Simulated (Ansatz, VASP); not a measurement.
# Cross-check of W2NCl2 (W2NCl2 MXene bilayer, AB) between VASP and Ansatz, part 2 of 2

One calculation is typed for both programs; each brings its own data sets. How far apart do they land? The cell is taken from a series of runs on this material, whose earlier steps may have relaxed, scaled, displaced or heated it; both programs get it as it stands.

VASP 6.6.1 and Ansatz 0.2.0.

So far: Starting point; VASP: single point, PBE with D4.

### 3. Ansatz: single point, PBE with D4

Level of this step: Ansatz beside VASP: Kohn-Sham DFT, plane waves, PBE with D4 (Ansatz).

Ansatz runs on its default PAW (the set named soft_2) files.

The same cell, functional, mesh and smearing now go to Ansatz, which takes its cutoff from its data sets.

File input.yaml:

```yaml
crystal:
  lattice:
    - [2.9215438511, 0.0, 0.0]
    - [-1.4607719256, 2.5301311933, 0.0]
    - [0.0, 0.0, 34.592846246]
  atoms:
    - { symbol: Cl, position: [0.3333333333, 0.6666666667, 0.2601693985] }
    - { symbol: W, position: [0.6666666667, 0.3333333333, 0.314199856] }
    - { symbol: "N", position: [0.0, 0.0, 0.3554791041] }
    - { symbol: W, position: [0.3333333333, 0.6666666667, 0.3967900092] }
    - { symbol: Cl, position: [0.6666666667, 0.3333333333, 0.4507732488] }
    - { symbol: Cl, position: [0.6666666667, 0.3333333333, 0.5492267533] }
    - { symbol: W, position: [0.0, 0.0, 0.6032099926] }
    - { symbol: "N", position: [0.3333333333, 0.6666666667, 0.6445208974] }
    - { symbol: W, position: [0.6666666667, 0.3333333333, 0.6858001449] }
    - { symbol: Cl, position: [0.0, 0.0, 0.7398306015] }
kpoints:
  mp_grid: { grid: [18, 18, 1] }
  band_path:
    path: [[0, 0, 0], [0.5, 0, 0], [0.33333333, 0.33333333, 0], [0, 0, 0]]
    npoints: 16
hamiltonian:
  xc: pbe
  dispersion: d4
scf:
  occupations: { method: fermi_dirac, width: 0.05 }
  convergence: { dr2_threshold: 1.0e-10 }
efield:
  axis: 3
  dipole_correction: true
  ramp_position: 0.97
  ramp_width: 0.06
  amplitude: 0
output:
  dos: { projected: true, e_range: [-6, 5] }
  bader: true
  write_potential: true
  write_density: true
  volumetric_format: npy
  elf: true
```

The run is started by

```
> ansatz run input.yaml --threads 4 --pin off --max-ram 12288MiB --backend cpu --events-out ev --progress --plain --runs-dir out
```

Numbers of over 12 decimals in the logs are rounded to 6 here.

The log of the run:

```text
Engine: ansatz 0.2.0, aarch64-unknown-linux-gnu
Pseudopotentials: kind: paw
Pseudopotential: Cl, paw, valence charge 7, recommended cutoff 420 eV (normal), Cl.paw.azcp
Pseudopotential: W, paw, valence charge 14, recommended cutoff 420 eV (normal), W.paw.azcp
Pseudopotential: N, paw, valence charge 5, recommended cutoff 420 eV (normal), N.paw.azcp
Functional definition: PBE
  parameter kappa = 0.804
  parameter beta = 0.066725
  exchange = pbe_x(kappa = kappa, mu = beta*pi^2/3)
  correlation = pbe_c(beta = beta)
Crystal: 10 atoms, lattice volume = 255.706 Å³
Basis set: ecut = 420 eV, 4963 PW (Γ)
Bands: 57, of which v1, the nominal top of the filled ones, is band 47 counted from 1 (46 counted from 0)
Symmetry: 6 space group operations
k-points: 37 of 324 (time reversal used)
Non-local potential: Cl, projectors of the file, l = 0: 2, l = 1: 2, l = 2: 2
Non-local potential: W, projectors of the file, l = 0: 3, l = 1: 2, l = 2: 2, l = 3: 1
Non-local potential: N, projectors of the file, l = 0: 2, l = 1: 2, l = 2: 1
PAW form: soft (Blöchl's): semilocal exchange-correlation on the pseudo side does not see the compensation charge
PAW one-centre angular grid: Cl, 110 points (default); XC on 64 Gauss nodes
PAW one-centre angular grid: W, 590 points (default); XC on 64 Gauss nodes
PAW one-centre angular grid: N, 110 points (default); XC on 64 Gauss nodes
Initial density: superposition of atomic densities (neutral atoms: chi_scale 0, normalization atom), corrected by the library's trained network
Initial wavefunctions: pseudopotential atomic-orbital guess
Functional: x = pbe(κ = 0.804, μ = 0.219515), c = pbe(β = 0.066725)
SCF iter   1: F=—  HF=-46629.080558 eV  |F-HF|=—  |Δ(HF+E_count)|=         —  Δρ=9.07e-3  dr2=5.73e-1  ethr=1.77e-3  p=0.000 e·Å  D=2.87e-9 V/Å  ΔV_dip=-0.00 eV  dr2_dipole=9.47e-7  V_vac-E_F(+/−)=4.64/4.64 eV  ⟨swp⟩=8.2  Hψ=10130  notcnv=0  defer=28
efield: sawtooth ramp at fractional position 0.9700 (set: `efield.ramp_position`, or a place that a band, a saddle search or an elastic batch's reference lends), width 0.0600; the density the first Hamiltonian is built on has a dipole p = 0.000 e·Å; the dipole correction subtracts the counter field D = 2.87e-9 V/Å, which shifts the + side's vacuum level by -0.00 eV against the − side's; the planar-averaged density in the ramp window peaks in size at 2.1e-5 e/Å³
preconditioner: auto → LDOS  [metal: Δε(μ)=0.024 eV  Ē_g=9.119 eV  σ=0.050 eV  W_gap=0.12  n_scr=24 (ndim 8)  ℏωp=18.3 eV  f_vac=0.441  D(μ)=4.87/eV (n_scr^D=20)  β→1.0]
SCF iter   2: F=—  HF=-46629.046213 eV  |F-HF|=—  |Δ(HF+E_count)|=   3.43e-2  Δρ=7.13e-3  dr2=1.81e-1  ethr=6.10e-4  p=0.000 e·Å  D=4.69e-5 V/Å  ΔV_dip=-0.00 eV  dr2_dipole=7.73e-6  V_vac-E_F(+/−)=3.76/3.76 eV  ⟨swp⟩=3.1  Hψ=3922  notcnv=0  defer=43
SCF iter   3: F=—  HF=-46629.016503 eV  |F-HF|=—  |Δ(HF+E_count)|=   2.97e-2  Δρ=1.58e-3  dr2=9.33e-3  ethr=1.92e-4  p=-0.000 e·Å  D=-1.12e-5 V/Å  ΔV_dip=0.00 eV  dr2_dipole=3.67e-7  V_vac-E_F(+/−)=3.94/3.94 eV  ⟨swp⟩=2.3  Hψ=3412  notcnv=0  defer=44
SCF iter   4: F=—  HF=-46629.014889 eV  |F-HF|=—  |Δ(HF+E_count)|=   1.61e-3  Δρ=2.21e-4  dr2=2.81e-4  ethr=9.93e-6  p=-0.000 e·Å  D=-5.26e-6 V/Å  ΔV_dip=0.00 eV  dr2_dipole=1.92e-7  V_vac-E_F(+/−)=3.90/3.90 eV  ⟨swp⟩=3.1  Hψ=3916  notcnv=0  defer=44
SCF iter   5: F=—  HF=-46629.014906 eV  |F-HF|=—  |Δ(HF+E_count)|=   1.78e-5  Δρ=6.31e-5  dr2=2.40e-5  ethr=2.99e-7  p=-0.000 e·Å  D=-1.00e-7 V/Å  ΔV_dip=0.00 eV  dr2_dipole=9.26e-8  V_vac-E_F(+/−)=3.89/3.89 eV  ⟨swp⟩=2.0  Hψ=3039  notcnv=0  defer=44
SCF iter   6: F=—  HF=-46629.014903 eV  |F-HF|=—  |Δ(HF+E_count)|=   3.72e-6  Δρ=2.32e-5  dr2=2.84e-6  ethr=2.55e-8  p=0.000 e·Å  D=1.63e-6 V/Å  ΔV_dip=-0.00 eV  dr2_dipole=9.23e-10  V_vac-E_F(+/−)=3.89/3.89 eV  ⟨swp⟩=2.0  Hψ=3153  notcnv=0  defer=44
SCF iter   7: F=—  HF=-46629.015046 eV  |F-HF|=—  |Δ(HF+E_count)|=   1.43e-4  Δρ=6.25e-6  dr2=1.71e-7  ethr=3.03e-9  p=0.000 e·Å  D=3.11e-7 V/Å  ΔV_dip=-0.00 eV  dr2_dipole=2.06e-14  V_vac-E_F(+/−)=3.89/3.89 eV  ⟨swp⟩=2.4  Hψ=3623  notcnv=0  defer=44
SCF iter   8: F=—  HF=-46629.015046 eV  |F-HF|=—  |Δ(HF+E_count)|=   3.16e-8  Δρ=1.41e-6  dr2=6.77e-9  ethr=1.82e-10  p=0.000 e·Å  D=1.57e-6 V/Å  ΔV_dip=-0.00 eV  dr2_dipole=3.08e-11  V_vac-E_F(+/−)=3.89/3.89 eV  ⟨swp⟩=2.7  Hψ=4043  notcnv=0  defer=44
SCF iter   9: F=—  HF=-46629.015046 eV  |F-HF|=—  |Δ(HF+E_count)|=  5.75e-10  Δρ=3.39e-7  dr2=3.56e-10  ethr=7.20e-12  p=0.000 e·Å  D=5.86e-7 V/Å  ΔV_dip=-0.00 eV  dr2_dipole=1.87e-12  V_vac-E_F(+/−)=3.89/3.89 eV  ⟨swp⟩=2.2  Hψ=3572  notcnv=0  defer=44
SCF iter  10: F=-46629.015046 eV  HF=-46629.015046 eV  |F-HF|=5.82e-11  |Δ(HF+E_count)|=  9.46e-11  Δρ=1.02e-7  dr2=2.61e-11  ethr=1.00e-12  p=0.000 e·Å  D=9.48e-7 V/Å  ΔV_dip=-0.00 eV  dr2_dipole=9.78e-14  V_vac-E_F(+/−)=3.89/3.89 eV  ⟨swp⟩=10.2  Hψ=6607  notcnv=0
SCF 1 converged in 10 iterations: F = -46629.015046 eV  dr2 = 2.61e-11
  greatest PAW one-centre occupation: 0.999 electrons in one spin orbital (limit 2), on the W atom at site 1 (counted from 0), in its partial waves of l = 0
NSCF: frozen V_eff on 49 k-points
efield: sawtooth ramp at fractional position 0.9700 (kept from the solve that this one continues, or follows in the run), width 0.0600; the density the first Hamiltonian is built on has a dipole p = 0.000 e·Å; the dipole correction subtracts the counter field D = 9.48e-7 V/Å, which shifts the + side's vacuum level by -0.00 eV against the − side's; the planar-averaged density in the ramp window peaks in size at 3.1e-7 e/Å³
WARN: The output density's exchange-correlation potential varies sharply where the density is thin. Do not read a vacuum level from v_tot or v_xc, or from such a field of the output density. On a cell that repeats whose density bears no net charge and no dipole along the vacuum's axis use v_es (v_loc + v_h of the components); under efield.dipole_correction with no amplitude use v_es + v_field, which holds any externa [...]
SCF converged after 10 iterations
Free energy (F): -46629.015046 eV
Harris-Foulkes:  -46629.015046 eV  (|F-HF|=5.82e-11)
Internal energy: -46628.974950 eV  (E = F + TS)
E sigma→0 (E₀):  -46628.994998 eV
Entropy (-TS):   -0.040096 eV (-4.010 meV/atom)
Fermi energy:    7.132219 eV
Dipole field:    D = 0.000001 V/Å  (p = 0.000001 e·Å, saw-weighted, corrected)
Work function:   Φ+ = 3.8923 eV   Φ− = 3.8924 eV
Levels:          The Fermi level and band energies are counted from a zero that moves with the ramp; work functions are not
--- Per-component energies (eV) ---
  E_band       = -1333.071494
  E_kinetic    = 2724.696031
  E_local      = -137121.903417  (includes V_loc(G=0)·N_el)
  E_nonlocal   = 210.158661
  E_hartree    = 67490.715101
  E_xc         = -1619.254546
  E_vxc        = -1600.606956  (∫ρ·V_xc dr)
  E_paw        = -37142.206937  (= ΣΔE_a)
  E_vpaw       = -526.846451  (= ΣTr[D̂ρ^β])
  E_aug_tail   = 0.000328  (compensation charges beyond the density's cutoff)
  E_efield     = 0.000000  (sawtooth field / dipole correction)
  E_vefield    = -0.000000  (∫n·V_field dr)
  E_ewald      = 58832.782322
  E_disp       = -3.962492  (pairwise vdW)
  E_smearing   = -0.040096  (= −TS)
  E_closure    = -0.000000  (closes the sum)
  Σ components = -46629.015046   (vs F -46629.015046, Δ=0.00e0)
--- Band table (eV; the first three rows and the last of 37) ---
  k-point 0: bands = [... 43 lower, 5.9746, 5.9815, 5.9815, 6.0099, 6.0404, 7.0556, 7.0556, 7.0562, ... 6 higher]
  k-point 1: bands = [... 43 lower, 5.8087, 6.0445, 6.0518, 6.1559, 6.1794, 7.0016, 7.0044, 7.1326, ... 6 higher]
  k-point 2: bands = [... 43 lower, 5.4160, 6.2405, 6.2470, 6.2974, 6.3302, 6.8163, 6.8336, 7.3231, ... 6 higher]
  k-point 36: bands = [... 43 lower, 6.4158, 6.6047, 6.6791, 6.6791, 6.7575, 8.4703, 8.4811, 8.4811, ... 6 higher]
--- Bader charges: 10 sites ---
  site symbol  charge [e]  shift [e]
     0     Cl     -0.5378     0.0016
     1      W      1.2964     0.0033
     2      N     -1.5162     0.0035
     3      W      1.2951     0.0033
     4     Cl     -0.5376     0.0016
     5     Cl     -0.5376     0.0016
     6      W      1.2951     0.0033
     7      N     -1.5161     0.0035
     8      W      1.2964     0.0033
     9     Cl     -0.5378     0.0016
  estimated error of the sums over rays = 4.9e-4 e
```

Reading the cycles: dr2 is the Hartree energy of the density residual (eV), the measure of convergence; HF is the Harris–Foulkes estimate of the energy, which meets the free energy F at convergence.

### 4. Comparison

Known differences besides the potentials themselves: the data sets hold 94 valence electrons in Ansatz (on its default PAW (the set named soft_2) files) and 62 in VASP; the cutoff is 420 eV in Ansatz and 520 eV in VASP. Total energies have different zeros and are not compared.

Both answers:

| quantity | Ansatz | VASP | difference |
| --- | --- | --- | --- |
| work function, lower of the two faces (eV) | 3.89 | 3.88 | +0.01 |
| work function, higher of the two faces (eV) | 3.89 | 3.88 | +0.01 |

With vacuum in the cell, a pressure given here is an average over mostly empty space and none of the material.

### 5. Results

```
difference in work function, higher of the two faces (single point, PBE with D4) : 0.0078 eV
```

What this shows: The difference in work function, higher of the two faces is 0.0078 eV (single point, PBE with D4). The data sets hold unlike numbers of valence electrons (94 in Ansatz and 62 in VASP), so part of the differences comes from the potentials. How closely two codes agree says nothing of how well the functional describes the real material.

[Lines on the potential files, build, host, timing and source positions are cut from VASP's logs without a mark.]

[Logs are printed without paths, hosts, clocks, repeated set-up lines and the standing remarks that a program may print on its own settings, such as how far it seeks lower states.]

[Hosts, paths, dates, database ids (printed as entryN), source tags and the programs' standing remarks are cut or masked in the printed files.]
